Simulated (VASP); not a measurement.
# MnIn11P12 (a cell with a defect) in VASP: notebook, part 2 of 3

VASP 6.6.1.

### Step 4. Single point, PBEsol+U, collinear spin, ferromagnetic start

The input, INCAR:

```
ALGO = All
EDIFF = 1E-5
ENCUT = 350
GGA = PS
ISIF = 2
ISMEAR = 0
ISPIN = 2
ISYM = 0
KPAR = 2
LASPH = True
LCHARG = False
LDAU = True
LDAUJ = 0 0 0
LDAUL = 2 -1 -1
LDAUPRINT = 1
LDAUTYPE = 2
LDAUU = 3.5 0 0
LMAXMIX = 4
LORBIT = 11
LREAL = Auto
LWAVE = False
MAGMOM = 4 0 0 0 0 0 0 0 0 0 0 0 0 0 0 0 0 0 0 0 0 0 0 0
NELM = 120
PREC = Accurate
SIGMA = 0.03
```

The input, KPOINTS:

```
k-points
0
Gamma
  2 2 2
```

The input, POSCAR:

```
MnIn11P12
1.0
    0.0000000000      8.8030500000      8.8030500000
    5.8687000000      0.0000000000      5.8687000000
    5.8687000000      5.8687000000      0.0000000000
Mn In P
1 11 12
Direct
    0.0000000000      0.0000000000      0.0000000000
    0.0000000000      0.0000000000      0.5000000000
    0.0000000000      0.5000000000      0.0000000000
    0.0000000000      0.5000000000      0.5000000000
    0.3333330000      0.0000000000      0.0000000000
    0.3333330000      0.0000000000      0.5000000000
    0.3333330000      0.5000000000      0.0000000000
    0.3333330000      0.5000000000      0.5000000000
    0.6666670000      0.0000000000      0.0000000000
    0.6666670000      0.0000000000      0.5000000000
    0.6666670000      0.5000000000      0.0000000000
    0.6666670000      0.5000000000      0.5000000000
    0.0833333333      0.1250000000      0.1250000000
    0.0833333333      0.1250000000      0.6250000000
    0.0833333333      0.6250000000      0.1250000000
    0.0833333333      0.6250000000      0.6250000000
    0.4166663333      0.1250000000      0.1250000000
    0.4166663333      0.1250000000      0.6250000000
    0.4166663333      0.6250000000      0.1250000000
    0.4166663333      0.6250000000      0.6250000000
    0.7500003333      0.1250000000      0.1250000000
    0.7500003333      0.1250000000      0.6250000000
    0.7500003333      0.6250000000      0.1250000000
    0.7500003333      0.6250000000      0.6250000000
```

Command:

```
$ cat potpaw_PBE.64/Mn_pv/POTCAR potpaw_PBE.64/In_d/POTCAR potpaw_PBE.64/P/POTCAR > POTCAR
$ mpirun -np 4 vasp_std > vasp.out
```

Wall time 9.2 min (4 MPI ranks of AMD EPYC 7R13 (Zen 3), shared host); peak memory 0.87 GiB.

The run converged. Its results:

```
Free energy                                           : -113.0365 eV
Pressure                                              : -0.5 GPa
Largest force                                         : 0.571 eV/Å
Band gap on the k mesh                                : none (metal or under the smearing width)
Net moment                                            : 4.20 μB per cell
Site moments                                          : Mn +4.37; In +0.00, +0.01; P -0.08, -0.01, -0.04, -0.00 μB
Valence electrons inside the program's atomic spheres : Mn 11.33; In 11.49, 11.50; P 2.49, 2.50, 2.51
```

Forces on the atoms (eV/Å):
```
Mn   0.045 -0.056 -0.056
In   0.012 -0.038  0.102
In   0.012  0.102 -0.038
In  -0.098 -0.025 -0.025
In   0.117 -0.081 -0.081
In   0.071 -0.131 -0.053
In   0.071 -0.053 -0.131
In  -0.013 -0.012 -0.012
In   0.149  0.046  0.046
In  -0.067 -0.152  0.075
In  -0.067  0.075 -0.152
In  -0.006 -0.006 -0.006
P   -0.363 -0.286 -0.286
P    0.276  0.401 -0.281
P    0.276 -0.281  0.401
P    0.005  0.005  0.005
P   -0.108  0.053  0.053
P    0.028  0.045 -0.016
P    0.028 -0.016  0.045
P   -0.026  0.022  0.022
P   -0.313  0.338  0.338
P   -0.019  0.029  0.002
P   -0.019  0.002  0.029
P    0.007  0.020  0.020
```

Stress tensor (GPa, compression positive):
```
-0.47  0.10  0.10
 0.10 -0.52 -0.09
 0.10 -0.09 -0.52
```

Levels at points of the mesh, in eV from the Fermi level:
Spin up:
```tsv
k point	band 106	band 107	band 108	band 109	band 110	band 111	band 112	band 113	band 114	band 115
(0.00, 0.00, 0.00)	-0.62	-0.33	-0.33	0.34	0.41	0.42	0.80	1.56	1.62	1.65
(0.50, 0.00, 0.00)	-0.66	-0.61	-0.17	-0.16	0.26	0.27	1.54	1.61	1.83	1.85
(0.00, 0.50, 0.00)	-0.93	-0.80	-0.44	-0.44	-0.04	0.01	1.80	2.01	2.50	2.55
(0.00, 0.00, 0.50)	-0.93	-0.80	-0.44	-0.44	-0.04	0.01	1.80	2.01	2.50	2.55
(0.50, 0.00, 0.50)	-0.93	-0.92	-0.88	-0.55	-0.48	-0.10	2.55	2.56	2.67	2.76
(0.50, 0.50, 0.00)	-0.93	-0.92	-0.88	-0.55	-0.48	-0.10	2.55	2.56	2.67	2.76
(0.00, 0.50, 0.50)	-0.99	-0.87	-0.85	-0.40	-0.39	0.02	2.22	2.32	2.53	2.57
(0.50, 0.50, 0.50)	-0.87	-0.80	-0.63	-0.52	-0.21	-0.13	2.33	2.40	2.54	2.68
```
Spin down:
```csv
k point,band 104,band 105,band 106,band 107,band 108,band 109
"(0.00, 0.00, 0.00)",-0.02,-0.01,-0.01,0.82,1.52,1.61
"(0.50, 0.00, 0.00)",-0.37,-0.18,-0.18,1.48,1.59,1.70
"(0.00, 0.50, 0.00)",-0.55,-0.44,-0.43,1.79,2.00,2.18
"(0.00, 0.00, 0.50)",-0.55,-0.44,-0.43,1.79,2.00,2.18
"(0.50, 0.00, 0.50)",-0.86,-0.64,-0.63,2.12,2.35,2.47
"(0.50, 0.50, 0.00)",-0.86,-0.64,-0.63,2.12,2.35,2.47
"(0.00, 0.50, 0.50)",-0.78,-0.52,-0.43,2.08,2.19,2.33
"(0.50, 0.50, 0.50)",-0.65,-0.60,-0.55,2.09,2.33,2.39
```

Eigenvalues of the final occupation matrices:
| site | spin | trace | eigenvalues |
| --- | --- | --- | --- |
| site 1 d | 1 | 4.57 | 0.90 0.90 0.92 0.92 0.92 |
| site 1 d | 2 | 0.28 | 0.02 0.02 0.08 0.08 0.08 |

Caveat: the k mesh is coarse (spacing up to 0.46 Å⁻¹), so the values aren't converged; the PAW data sets were made with another functional, which shifts forces and pressure a little; only a ferromagnetic start was run, and an antiferromagnetic order may lie lower in energy; the U is typed as a test and isn't derived for this compound. The state reached can hang on the start; a lower one may exist.

### Step 5. Single point, PBEsol+U, collinear spin, ferromagnetic start

INCAR: that of step 4 with these lines changed.

```diff
@@ -1,2 +1,2 @@
-ALGO = All
+ALGO = Normal
 EDIFF = 1E-5
@@ -7,3 +7,2 @@
 ISPIN = 2
-ISYM = 0
 KPAR = 2
@@ -23,2 +22,3 @@
 NELM = 120
+NUPDOWN = 4
 PREC = Accurate
```

KPOINTS is that of step 4.

POSCAR is that of step 4.

Potentials or basis: VASP PAW PBE potentials, release 64 (Mn_pv, In_d, P).

Command:

```
$ cat potpaw_PBE.64/Mn_pv/POTCAR potpaw_PBE.64/In_d/POTCAR potpaw_PBE.64/P/POTCAR > POTCAR
$ mpirun -np 4 vasp_std > vasp.out
```

OUTCAR:

```text
EDIFF = 1E-5
   ENCUT = 350
   GGA = PS
   ISIF = 2
   ISMEAR = 0
   ISPIN = 2
   LASPH = True
   LORBIT = 11
   LREAL = Auto
   NELM = 120
   NUPDOWN = 4
   PREC = Accurate

 ion  position               nearest neighbor table
   1  0.000  0.000  0.000-  21 2.54  13 2.54  15 2.54  14 2.54
   2  0.000  0.000  0.500-  22 2.54  14 2.54  16 2.54  13 2.54
   3  0.000  0.500  0.000-  23 2.54  15 2.54  16 2.54  13 2.54
   4  0.000  0.500  0.500-  24 2.54  16 2.54  14 2.54  15 2.54
   5  0.333  0.000  0.000-  13 2.54  17 2.54  18 2.54  19 2.54
   6  0.333  0.000  0.500-  14 2.54  18 2.54  17 2.54  20 2.54
[... 16 lines left out ...]
  23  0.750  0.625  0.125-   3 2.54  11 2.54   9 2.54  12 2.54
  24  0.750  0.625  0.625-   4 2.54  12 2.54  11 2.54  10 2.54

  LATTYP: Found a face centered orthorhombic cell.
 ALAT       =     8.2995951335
 B/A-ratio  =     1.7320508076
 C/A-ratio  =     2.4494897428

  Lattice vectors:

 A1 = (   0.0000000000,   8.8030500000,   8.8030500000)
 A2 = (  -5.8687000000,   2.9343500000,   8.8030500000)
 A3 = (   5.8687000000,  -0.0000000000,   5.8687000000)

Analysis of symmetry for initial positions (statically):
=====================================================================
 Subroutine PRICEL returns:
 Original cell was already a primitive cell.

 Routine SETGRP: Setting up the symmetry group for a
 face centered orthorhombic supercell.

 Subroutine GETGRP returns: Found  2 space group operations
 (whereof  2 operations were pure point group operations)
 out of a pool of  8 trial point group operations.

The static configuration has the point symmetry C_1h.

Analysis of symmetry for dynamics (positions and initial velocities):
=====================================================================
 Subroutine PRICEL returns:
 Original cell was already a primitive cell.

 Routine SETGRP: Setting up the symmetry group for a
 face centered orthorhombic supercell.

 Subroutine GETGRP returns: Found  2 space group operations
 (whereof  2 operations were pure point group operations)
 out of a pool of  8 trial point group operations.

The dynamic configuration has the point symmetry C_1h.

Analysis of structural, dynamic, and magnetic symmetry:
=====================================================================
 Subroutine PRICEL returns:
 Original cell was already a primitive cell.

 Routine SETGRP: Setting up the symmetry group for a
 face centered orthorhombic supercell.

 Subroutine GETGRP returns: Found  2 space group operations
 (whereof  2 operations were pure point group operations)
 out of a pool of  8 trial point group operations.

The overall configuration has the point symmetry C_1h.

 Subroutine INISYM returns: Found  2 space group operations
 (whereof  2 operations are pure point group operations),
[... 187 lines left out ...]
  o =  0.0169  v =  0.0000  0.0000  0.0000  0.0000  0.0000  0.0024 -0.0006  0.5000  0.0024 -0.8660      0.0000  0.0000  0.0000  0.0000  0.0000  0.0000  0.0000  0.0000  0.0000  0.0000
  o =  0.0821  v =  0.0000  0.0000  0.0000  0.0000  0.0000  0.5159 -0.6839 -0.0014  0.5159  0.0024      0.0000  0.0000  0.0000  0.0000  0.0000  0.0000  0.0000  0.0000  0.0000  0.0000
  o =  0.0847  v =  0.0000  0.0000  0.0000  0.0000  0.0000  0.4836  0.7296 -0.0009  0.4836  0.0016      0.0000  0.0000  0.0000  0.0000  0.0000  0.0000  0.0000  0.0000  0.0000  0.0000
  o =  0.0848  v =  0.0000  0.0000  0.0000  0.0000  0.0000  0.7071 -0.0000 -0.0030 -0.7071 -0.0017      0.0000  0.0000  0.0000  0.0000  0.0000  0.0000  0.0000  0.0000  0.0000  0.0000
  o =  0.9012  v =  0.4714  0.7450  0.0124  0.4714 -0.0215  0.0000  0.0000  0.0000  0.0000  0.0000      0.0000  0.0000  0.0000  0.0000  0.0000  0.0000  0.0000  0.0000  0.0000  0.0000
  o =  0.9017  v = -0.7065 -0.0000 -0.0360  0.7065 -0.0208  0.0000  0.0000  0.0000  0.0000  0.0000      0.0000  0.0000  0.0000  0.0000  0.0000  0.0000  0.0000  0.0000  0.0000  0.0000
  o =  0.9192  v =  0.5270 -0.6668 -0.0003  0.5270  0.0006  0.0000  0.0000  0.0000  0.0000  0.0000      0.0000  0.0000  0.0000  0.0000  0.0000  0.0000  0.0000  0.0000  0.0000  0.0000
  o =  0.9227  v = -0.0294 -0.0000  0.8653  0.0294  0.4996  0.0000  0.0000  0.0000  0.0000  0.0000      0.0000  0.0000  0.0000  0.0000  0.0000  0.0000  0.0000  0.0000  0.0000  0.0000
  o =  0.9228  v =  0.0113  0.0189 -0.4998  0.0113  0.8658  0.0000  0.0000  0.0000  0.0000  0.0000      0.0000  0.0000  0.0000  0.0000  0.0000  0.0000  0.0000  0.0000  0.0000  0.0000

 number of electron     216.0000099 magnetization       4.0000008

 Free energy of the ion-electron system (eV)
  ---------------------------------------------------
  ext. energy  EPLUGINS =         0.00000000
  ---------------------------------------------------
  free energy    TOTEN  =      -113.03407115 eV

  energy without entropy =     -113.03159864  energy(sigma->0) =     -113.03283490

 E-fermi :   4.9072     XC(G=0):  -9.4194

 val. band max:        4.7451048349   @ k =   0.0000   0.0000   0.0000
 cond. band min:       4.7585057233   @ k =   0.0000   0.5000   0.0000
 fundamental gap:      0.0134008884
 Fermi energy:         4.7339261788

 spin component 1

 k-point     1 :       0.0000    0.0000    0.0000
  band No.  band energies     occupation
      1     -45.3463      1.00000
      2     -45.3433      1.00000
      3     -45.3206      1.00000
      4      -9.4679      1.00000
      5      -9.4610      1.00000
      6      -9.4522      1.00000
[... 727 lines left out ...]
    119       7.8777      0.00000
    120       7.9163      0.00000
 Fermi energy:         4.9071928689

 spin component 2

 k-point     1 :       0.0000    0.0000    0.0000
  band No.  band energies     occupation
      1     -40.7626      1.00000
      2     -40.7551      1.00000
      3     -40.7141      1.00000
      4      -9.4701      1.00000
      5      -9.4633      1.00000
      6      -9.4540      1.00000
[... 727 lines left out ...]
    119       8.2522      0.00000
    120       8.4081      0.00000
 [bands above 120 left out]

------------------------ aborting loop because EDIFF is reached ----------------------------------------

  FORCE on cell =-STRESS in cart. coord.  units (eV):
  Direction    XX          YY          ZZ          XY          YZ          ZX
  --------------------------------------------------------------------------------------
  -------------------------------------------------------------------------------------
  Total       -1.7969162     -2.0373055     -2.0373055      0.4041308     -0.4415016      0.4041309
  in kB       -4.7477891     -5.3829427     -5.3829427      1.0677893     -1.1665300      1.0677895
  external PRESSURE =      -5.1712248 kB  Pullay stress =       0.0000000 kB

 VOLUME and BASIS-vectors are now :
 -----------------------------------------------------------------------------
  energy-cutoff  :      350.00
  volume of cell :      606.38
      direct lattice vectors                 reciprocal lattice vectors
     0.000000000  8.803050000  8.803050000    -0.056798496  0.056798496  0.056798496
     5.868700000  0.000000000  5.868700000     0.085197744 -0.085197744  0.085197744
     5.868700000  5.868700000  0.000000000     0.085197744  0.085197744 -0.085197744

 POSITION                                       TOTAL-FORCE (eV/Angst)
 -----------------------------------------------------------------------------------
      0.00000      0.00000      0.00000         0.051553     -0.067762     -0.067762
      2.93435      2.93435      0.00000         0.017898     -0.034709      0.064383
      2.93435      0.00000      2.93435         0.017898      0.064383     -0.034709
      5.86870      2.93435      2.93435        -0.061971     -0.029730     -0.029730
      0.00000      2.93435      2.93435         0.089663     -0.072509     -0.072509
      2.93435      5.86870      2.93435         0.064043     -0.108166     -0.053485
[... 16 lines left out ...]
      4.40152      7.33588     10.27023        -0.018502      0.007286      0.027180
      7.33587     10.27023     10.27023        -0.001048      0.020788      0.020788
 -----------------------------------------------------------------------------------
    total drift:                                0.034490      0.004507      0.004505

  FREE ENERGIE OF THE ION-ELECTRON SYSTEM (eV)
  ---------------------------------------------------
  free  energy   TOTEN  =      -113.0340711513 eV

  energy  without entropy=     -113.0315986424  energy(sigma->0) =     -113.03283490

 total charge

# of ion       s       p       d       tot
------------------------------------------
    1        0.292   6.205   4.834  11.330
    2        0.827   0.771   9.896  11.494
    3        0.827   0.771   9.896  11.494
    4        0.827   0.770   9.896  11.493
    5        0.826   0.775   9.897  11.498
    6        0.825   0.774   9.897  11.496
[... 16 lines left out ...]
   23        1.023   1.483   0.000   2.506
   24        1.023   1.484   0.000   2.507
--------------------------------------------------
tot         21.683  32.426 113.704 167.813

 magnetization (x)

# of ion       s       p       d       tot
------------------------------------------
    1        0.042   0.041   4.275   4.359
    2        0.006   0.001  -0.004   0.002
    3        0.006   0.001  -0.004   0.002
    4        0.005   0.000  -0.004   0.001
    5        0.004   0.003  -0.003   0.004
    6        0.004   0.003  -0.002   0.004
[... 16 lines left out ...]
   23       -0.000  -0.011   0.000  -0.012
   24       -0.000  -0.010   0.000  -0.010
--------------------------------------------------
tot          0.072  -0.360   4.247   3.959
```

It took 7 min on 4 MPI ranks of AMD EPYC 7R13 (Zen 3), shared host; peak memory 0.54 GiB.

Results:

```
Free energy                                           : -113.0341 eV
Pressure                                              : -0.5 GPa
Largest force                                         : 0.601 eV/Å
Net moment                                            : 4.00 μB per cell
Site moments                                          : Mn +4.36; In +0.00, -0.00; P -0.09, -0.02, -0.01, -0.05 μB
Valence electrons inside the program's atomic spheres : Mn 11.33; In 11.49, 11.50; P 2.49, 2.50, 2.51
```

Forces in eV/Å, atoms in the order of the input:
```
Mn   0.052 -0.068 -0.068
In   0.018 -0.035  0.064
In   0.018  0.064 -0.035
In  -0.062 -0.030 -0.030
In   0.090 -0.073 -0.073
In   0.064 -0.108 -0.053
In   0.064 -0.053 -0.108
In  -0.010 -0.006 -0.006
In   0.122  0.043  0.043
In  -0.060 -0.132  0.063
In  -0.060  0.063 -0.132
In  -0.001 -0.004 -0.004
P   -0.368 -0.288 -0.288
P    0.278  0.408 -0.282
P    0.278 -0.282  0.408
P    0.001  0.007  0.007
P   -0.096  0.046  0.046
P    0.031  0.036 -0.017
P    0.031 -0.017  0.036
P   -0.024  0.016  0.016
P   -0.327  0.356  0.356
P   -0.019  0.027  0.007
P   -0.019  0.007  0.027
P   -0.001  0.021  0.021
```

Eigenvalues of the final occupation matrices:
| site | spin | trace | eigenvalues |
| --- | --- | --- | --- |
| site 1 d | 1 | 4.57 | 0.90 0.90 0.92 0.92 0.92 |
| site 1 d | 2 | 0.29 | 0.02 0.02 0.08 0.08 0.08 |

Caveat: the k mesh is coarse (spacing up to 0.46 Å⁻¹), so the values aren't converged; the PAW data sets were made with another functional, which shifts forces and pressure a little; the total moment is fixed, so each spin has its own Fermi level; only a ferromagnetic start was run, and an antiferromagnetic order may lie lower in energy; the U is typed as a test and isn't derived for this compound. The state reached can hang on the start; a lower one may exist.

(Part 2 of 3 ends here.)
